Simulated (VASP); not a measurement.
# LiHgS (P4/mmm) in VASP: further runs

One crystal, LiHgS, is run at these levels: PBE, PBEsol; tasks: relaxation of cell and atoms, relaxation of the atoms.

Program: VASP 6.6.1. These are calculated values, not measurements. Logs are shortened: lines on timing, memory, paths and dates and some standing lists are left out, and cuts for length are marked.

**1. The structure**

The structure is tetragonal, space group P4/mmm (No. 123). The conventional cell has a = 3.496 Å, b = 3.496 Å, c = 6.234 Å, α = 90.00°, β = 90.00°, γ = 90.00°. Li (site symmetry 4/mmm) is surrounded by 4 S at 2.47 Å. Hg (site symmetry 4/mmm) has 2 S at 3.12 Å and 4 Hg at 3.50 Å as nearest neighbours. Around S (site symmetry 4/mmm) lie 4 Li at 2.47 Å.

The cell was built by a generator and needn't be a form met in nature.

**2. Relaxation of cell and atoms, PBE**

INCAR reads:

```
ALGO = Normal
EDIFF = 1E-7
EDIFFG = -0.02
ENCUT = 600
GGA = PE
IBRION = 2
ISIF = 3
ISMEAR = 0
LASPH = True
LCHARG = False
LREAL = False
LWAVE = False
NELM = 80
NSW = 40
PREC = Accurate
SIGMA = 0.05
```

KPOINTS reads:

```
k-points
0
Gamma
  8 8 5
```

POSCAR reads:

```
LiHgS
1.0
    3.4963915900      0.0000000000      0.0000000000
    0.0000000000      3.4963915900      0.0000000000
    0.0000000000      0.0000000000      6.2343297600
Li Hg S
1 1 1
Direct
    0.5000000000      0.5000000000      0.5000000000
    0.0000000000      0.0000000000      0.0000000000
    0.0000000000      0.0000000000      0.5000000000
```

Potentials or basis: VASP PAW PBE potentials, release 64 (Li_sv, Hg, S).

On the command line:

```console
> cat potpaw_PBE.64/Li_sv/POTCAR potpaw_PBE.64/Hg/POTCAR potpaw_PBE.64/S/POTCAR > POTCAR
> mpirun -np 1 vasp_std > vasp.out
```

OUTCAR:

```text
EDIFF = 1E-7
   EDIFFG = -0.02
   ENCUT = 600
   GGA = PE
   IBRION = 2
   ISIF = 3
   ISMEAR = 0
   LASPH = True
   LREAL = False
   NELM = 80
   NSW = 40
   PREC = Accurate

 ion  position               nearest neighbor table
   1  0.500  0.500  0.500-   3 2.47   3 2.47   3 2.47   3 2.47
   2  0.000  0.000  0.000-   3 3.12   3 3.12
   3  0.000  0.000  0.500-   1 2.47   1 2.47   1 2.47   1 2.47   2 3.12   2 3.12

  LATTYP: Found a simple tetragonal cell.
 ALAT       =     3.4963915900
 C/A-ratio  =     1.7830753792

  Lattice vectors:

 A1 = (   3.4963915900,   0.0000000000,   0.0000000000)
 A2 = (   0.0000000000,   3.4963915900,   0.0000000000)
 A3 = (   0.0000000000,   0.0000000000,   6.2343297600)

Analysis of symmetry for initial positions (statically):
=====================================================================
 Subroutine PRICEL returns:
 Original cell was already a primitive cell.

 Routine SETGRP: Setting up the symmetry group for a
 simple tetragonal supercell.

 Subroutine GETGRP returns: Found 16 space group operations
 (whereof 16 operations were pure point group operations)
 out of a pool of 16 trial point group operations.

The static configuration has the point symmetry D_4h.

Analysis of symmetry for dynamics (positions and initial velocities):
=====================================================================
 Subroutine PRICEL returns:
 Original cell was already a primitive cell.

 Routine SETGRP: Setting up the symmetry group for a
 simple tetragonal supercell.

 Subroutine GETGRP returns: Found 16 space group operations
 (whereof 16 operations were pure point group operations)
 out of a pool of 16 trial point group operations.

The dynamic configuration has the point symmetry D_4h.

 Subroutine INISYM returns: Found 16 space group operations
 (whereof 16 operations are pure point group operations),
 and found     1 'primitive' translations

----------------------------------------------------------------------------------------

                                     Primitive cell

  volume of cell :      76.2131

  direct lattice vectors                    reciprocal lattice vectors
     3.496391590  0.000000000  0.000000000     0.286009154  0.000000000  0.000000000
     0.000000000  3.496391590  0.000000000     0.000000000  0.286009154  0.000000000
     0.000000000  0.000000000  6.234329760     0.000000000  0.000000000  0.160402166

  length of vectors
     3.496391590  3.496391590  6.234329760     0.286009154  0.286009154  0.160402166

  position of ions in fractional coordinates (direct lattice)
     0.500000000  0.500000000  0.500000000
     0.000000000  0.000000000  0.000000000
     0.000000000  0.000000000  0.500000000

  ion indices of the primitive-cell ions
   primitive index   ion index
                 1           1
                 2           2
                 3           3

----------------------------------------------------------------------------------------

 KPOINTS: k-points

Automatic generation of k-mesh.
 Grid dimensions read from file:
 generate k-points for:    8    8    5

 Generating k-lattice:

  Cartesian coordinates                     Fractional coordinates (reciprocal lattice)
     0.035751144  0.000000000  0.000000000     0.125000000  0.000000000  0.000000000
     0.000000000  0.035751144  0.000000000     0.000000000  0.125000000  0.000000000
     0.000000000  0.000000000  0.032080433     0.000000000  0.000000000  0.200000000

  Length of vectors
     0.035751144  0.035751144  0.032080433

  Shift w.r.t. Gamma in fractional coordinates (k-lattice)
     0.000000000  0.000000000  0.000000000

 Subroutine IBZKPT returns following result:
 ===========================================

 Found     45 irreducible k-points:

 Following reciprocal coordinates:
            Coordinates               Weight
  0.000000  0.000000  0.000000      1.000000
  0.125000  0.000000  0.000000      4.000000
  0.250000  0.000000  0.000000      4.000000
  0.375000  0.000000  0.000000      4.000000
  0.500000  0.000000  0.000000      2.000000
  0.125000  0.125000  0.000000      4.000000
[... 16 lines left out ...]
  0.375000  0.125000  0.200000     16.000000
  0.500000  0.125000  0.200000      8.000000
 [... further k-points ...]
   k-points           NKPTS =     45   k-points in BZ     NKDIM =     45   number of bands    NBANDS=     14
   number of dos      NEDOS =    301   number of ions     NIONS =      3
   total plane-waves  NPLWV =  39200
   dimension x,y,z NGX =    28 NGY =   28 NGZ =   50
   dimension x,y,z NGXF=    56 NGYF=   56 NGZF=  100
   ions per type =               1   1   1
   NGX,Y,Z   is equivalent  to a cutoff of  13.31, 13.31, 13.33 a.u.
   NGXF,Y,Z  is equivalent  to a cutoff of  26.63, 26.63, 26.67 a.u.
 SYSTEM =  unknown system
   PREC   = accura    normal or accurate (medium, high low for compatibility)
   ISTART =      0    job   : 0-new  1-cont  2-samecut
   ICHARG =      2    charge: 1-file 2-atom 10-const
   ISPIN  =      1    spin polarized calculation?
   LNONCOLLINEAR =      F non collinear calculations
   LSORBIT =      F    spin-orbit coupling
   LASPH  =      T    aspherical Exc in radial PAW
   ENCUT  =  600.0 eV  44.10 Ry    6.64 a.u.   6.98  6.98 12.45*2*pi/ulx,y,z
   NELM   =     80;   NELMIN=  2; NELMDL= -5     # of ELM steps
   EDIFF  = 0.1E-06   stopping-criterion for ELM
   LREAL  =      F    real-space projection
   EDIFFG = -.2E-01   stopping-criterion for IOM
   NSW    =     40    number of steps for IOM
   IBRION =      2    ionic relax: 0-MD 1-quasi-New 2-CG
   NFREE  =      1    steps in history (QN), initial steepest desc. (CG)
   ISIF   =      3    stress and relaxation
   ISYM   =      2    0-nonsym 1-usesym 2-fastsym
   POTIM  = 0.5000    time-step for ionic-motion
   TEBEG  =    0.0;   TEEND  =   0.0 temperature during run
   PSTRESS=    0.0 pullay stress
   NELECT =      21.0000    total number of electrons
   NUPDOWN=      -1.0000    fix difference up-down
   EMIN   =  10.00;   EMAX   =-10.00  energy-range for DOS
   EFERMI =   0.00;   METHOD = LEGACY
   ISMEAR =     0;   SIGMA  =   0.05  broadening in eV -4-tet -1-fermi 0-gaus
   EFERMI_NEDOS =   21; number of points for ismear=-14 and -15
   IALGO  =     38    algorithm
   IMIX   =      4    mixing-type and parameters
     AMIX     =   0.40;   BMIX     =  1.00
     AMIX_MAG =   1.60;   BMIX_MAG =  1.00
  volume/ion in A,a.u.               =      25.40       171.44
  Fermi-wavevector in a.u.,A,eV,Ry     =   1.065298  2.013122 15.440718  1.134861
  Thomas-Fermi vector in A             =   2.200845
   LORBIT       =      0    0 simple, 1 ext, 2 COOP (PROOUT), +10 PAW based schemes
   GGA     = PE    functional components
   LHFCALC =     F    Hartree Fock is set to
   AEXX    =    0.0000 exact exchange contribution
   IVDW    =     0    specifies the selected vdW correction
   LEPSILON=     F    determine dielectric tensor
   LRPA    =     F    only Hartree local field effects (RPA)
 conjugate gradient relaxation of ions
 non-spin polarized calculation
 Gauss-broadening in eV      SIGMA  =   0.05
  energy-cutoff  :      600.00
  volume of cell :       76.21
 maximum number of plane-waves:      2566
 NGX is ok and might be reduce to    28
   NGX = 13   NGY = 13   NGZ = 25

--------------------------------------- Ionic step        1  -------------------------------------------

 number of electron      21.0000010 magnetization

 Free energy of the ion-electron system (eV)
  ---------------------------------------------------
  ext. energy  EPLUGINS =         0.00000000
  ---------------------------------------------------
  free energy    TOTEN  =        -7.35630305 eV

  energy without entropy =       -7.35435842  energy(sigma->0) =       -7.35533073

------------------------ aborting loop because EDIFF is reached ----------------------------------------

  FORCE on cell =-STRESS in cart. coord.  units (eV):
  Direction    XX          YY          ZZ          XY          YZ          ZX
  --------------------------------------------------------------------------------------
  -------------------------------------------------------------------------------------
  Total       -0.1384551     -0.1384551     -2.8473554      0.0000000      0.0000000      0.0000000
  in kB       -2.9106482     -2.9106482    -59.8580216      0.0000000      0.0000000      0.0000000
  external PRESSURE =     -21.8931060 kB  Pullay stress =       0.0000000 kB
[... 92 lines left out ...]
  FREE ENERGIE OF THE ION-ELECTRON SYSTEM (eV)
  ---------------------------------------------------
  free  energy   TOTEN  =        -7.7307626663 eV

  energy  without entropy=       -7.7293498167  energy(sigma->0) =       -7.73005624

 E-fermi :   4.9181     XC(G=0): -10.0248

 val. band max:        4.9174797034   @ k =   0.2500   0.1250   0.2000
 cond. band min:       4.9476072764   @ k =   0.5000   0.0000   0.2000
 fundamental gap:      0.0301275731
 Fermi energy:         4.9180944511

 k-point     1 :       0.0000    0.0000    0.0000
  band No.  band energies     occupation
      1     -41.7205      2.00000
      2     -11.1714      2.00000
      3      -3.7846      2.00000
      4      -3.5835      2.00000
      5      -3.4960      2.00000
      6      -3.4960      2.00000
      7      -2.7421      2.00000
      8      -1.0944      2.00000
      9       1.6844      2.00000
     10       1.8221      2.00000
     11       1.8221      2.00000
     12       9.9435      0.00000
     13      10.2256      0.00000
     14      10.8182      0.00000
[... 379 lines left out ...]
      3      -4.1608      2.00000
      4      -4.0464      2.00000
      5      -3.6114      2.00000
      6      -3.1123      2.00000
      7      -3.0802      2.00000
      8      -0.6183      2.00000
      9      -0.5406      2.00000
     10       2.3251      2.00000
     11       5.1283      0.00000
     12       5.9471      0.00000
     13      10.1891      0.00000
     14      10.6302      0.00000

 [... further k-points ...]

[... ionic steps 4 to 7 ...]

--------------------------------------- Ionic step        8  -------------------------------------------

 number of electron      21.0000003 magnetization

------------------------ aborting loop because EDIFF is reached ----------------------------------------
[... 69 lines left out ...]
--------------------------------------- Ionic step       10  -------------------------------------------

 number of electron      20.9999995 magnetization

 Free energy of the ion-electron system (eV)
  ---------------------------------------------------
  ext. energy  EPLUGINS =         0.00000000
  ---------------------------------------------------
  free energy    TOTEN  =        -7.79381610 eV

  energy without entropy =       -7.79216292  energy(sigma->0) =       -7.79298951

 E-fermi :   1.6535     XC(G=0):  -8.6782

 val. band max:        1.6484452306   @ k =   0.5000   0.1250   0.2000
 cond. band min:       1.7253542407   @ k =   0.5000   0.0000   0.4000
 fundamental gap:      0.0769090101
 Fermi energy:         1.6535144449

 k-point     1 :       0.0000    0.0000    0.0000
  band No.  band energies     occupation
      1     -43.7895      2.00000
      2     -10.6781      2.00000
      3      -5.1134      2.00000
      4      -4.9396      2.00000
      5      -4.6374      2.00000
      6      -4.6374      2.00000
      7      -4.5168      2.00000
      8      -1.9978      2.00000
      9      -1.8636      2.00000
     10       0.7996      2.00000
     11       0.7996      2.00000
     12       7.1781      0.00000
     13       7.8540      0.00000
     14       8.6590      0.00000
[... 421 lines left out ...]
  FREE ENERGIE OF THE ION-ELECTRON SYSTEM (eV)
  ---------------------------------------------------
  free  energy   TOTEN  =        -7.7938160984 eV

  energy  without entropy=       -7.7921629157  energy(sigma->0) =       -7.79298951

 reached required accuracy - stopping structural energy minimisation
```

Run time: 4.7 min. Hardware: 1 thread of Intel Xeon Platinum 8259CL at 2.50GHz (Skylake/Cascade Lake), shared host; peak memory 0.25 GiB.

What came out:

```
Free energy                            : -7.7938 eV
Relaxed volume                         : 23.07 Å³/atom
Relaxed cell                           : a = 3.624 Å, b = 3.624 Å, c = 5.268 Å, α = 90.00°, β = 90.00°, γ = 90.00°
Space group after relaxing (to 0.05 Å) : P4/mmm (No. 123)
Energy gained by relaxing              : 145.8 meV/atom
Ionic steps                            : 10
Pressure after relaxing                : 0.0 GPa
Band gap on the k mesh                 : none (metal or under the smearing width)
```

The path:
```tsv
step	energy change (eV)	largest force (eV/Å)	pressure (GPa)	volume (Å³)
1	0.0000	0.0000	-2.19	76.21
2	-0.1431	0.0000	-1.67	72.40
3	-0.3745	0.0000	0.71	65.41
4	1.2722	0.0000	26.21	51.76
5	-0.3845	0.0000	1.21	64.67
6	-0.3884	0.0000	1.88	63.80
7	-0.4192	0.0000	1.71	65.51
8	-0.4191	0.0000	1.70	65.57
9	-0.4375	0.0000	-0.03	69.31
10	-0.4375	0.0000	0.01	69.20
```

Final structure:
```
Li Hg S
1.0
     3.62426    0.00000    0.00000
     0.00000    3.62426    0.00000
     0.00000    0.00000    5.26840
Li Hg S
1 1 1
Direct
  0.50000 0.50000 0.50000
  0.00000 0.00000 0.00000
  0.00000 0.00000 0.50000
```

Caveat: the cutoff is under 1.25 times the usual one of these potentials, so pressure, stress and relaxed cells hold a basis-set (Pulay) error.

[end of part 1 of 2]
